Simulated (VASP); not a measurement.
## HfSc: single point with LDA

HfSc:

```xyz
2
Lattice="3.1915 0.0000 0.0000 -1.5958 2.7639 0.0000 0.0000 0.0000 5.2608" Properties=species:S:1:pos:R:3 pbc="T T T"
Hf    1.5958    0.9213    2.6304
Sc    0.0000    1.8426    0.0000
```

The cell comes from a database or a generator and needn't be the stable form of this composition.

```json
{
 "Program": "VASP 6.6.1",
 "Task": "single point",
 "Functional": "LDA",
 "Potentials or basis": "VASP PAW LDA potentials, release 64 (Hf_pv, Sc_sv)",
 "Cutoff": "520 eV",
 "k mesh": "8 × 8 × 5",
 "Occupations": "fermi-dirac, width 0.15 eV",
 "Spin": "no spin polarisation"
}
```

* Pressure: -6.1 GPa
* Band gap on the k mesh: none (metal or under the smearing width)

Stress tensor (GPa, compression positive):
```
-5.06  0.00  0.00
 0.00 -5.06  0.00
 0.00  0.00 -8.33
```

Levels at points of the mesh, in eV from the Fermi level:
| k point | band 8 | band 9 | band 10 | band 11 | band 12 | band 13 | band 14 | band 15 |
| --- | --- | --- | --- | --- | --- | --- | --- | --- |
| (0.00, 0.00, 0.00) | -6.21 | -2.62 | 0.49 | 1.42 | 1.52 | 1.52 | 2.06 | 2.06 |
| (0.50, 0.00, 0.00) | -2.62 | -1.49 | -1.46 | -0.25 | 1.04 | 1.41 | 1.67 | 4.21 |

Run time: 18 s on 1 thread of Intel(R) Xeon(R) Platinum 8559C (Emerald Rapids), on a shared host, peak memory 0.15 GiB.

The run has no spin-orbit coupling, so splittings on Hf are missing.
